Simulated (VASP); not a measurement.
```
Tm
1.0
    1.77000    -3.06573     0.00000
    1.77000     3.06573     0.00000
    0.00000     0.00000     5.55000
Tm
2
Direct
  0.33333   0.66667   0.25000
  0.66667   0.33333   0.75000
```

Computed with PBE GGA with D3 dispersion (Becke-Johnson damping), VASP's PBE PAW potentials (set 64) (plane waves; VASP 6.6.1). Settings: 520 eV cut-off, 11×11×6 Γ-centred mesh, first-order Methfessel-Paxton smearing of 0.10 eV, potentials Tm_3.

The 4f electrons are frozen in the core of the lanthanide potential, so 4f levels, which can set the real gap, and their magnetism are missing. Energy and stress use the plane-wave basis of the starting cell.

Problem. The ions, cell shape and volume are relaxed. Predict the relaxed structure.

Solution. 
```
Tm
1.0
    1.75750    -3.04407     0.00000
    1.75750     3.04407     0.00000
    0.00000     0.00000     5.43474
Tm
2
Direct
  0.33333   0.66667   0.25000
  0.66667   0.33333   0.75000
```
Space group P6_3/mmc (194), at a tolerance of 0.03 Å.

Problem. How do energy and volume change from the first to the last step?

Solution. The energy (σ→0) changes by -5.9 meV/atom and the volume by -3.5 %, in 6 ionic steps.

```tsv
step	E(σ→0) (eV)	max force (eV/Å)	pressure (GPa)	volume (Å³)
1	-9.6234	0.000	-1.55	60.23
2	-9.6343	0.000	0.35	57.73
3	-9.6346	0.000	0.07	58.08
4	-9.6346	0.000	0.04	58.12
5	-9.6350	0.000	0.00	58.14
6	-9.6351	0.000	-0.03	58.15
```

The compound is Tm in the hcp structure. This run relaxes it. Symmetry was kept, so distortions that lower it aren't found.
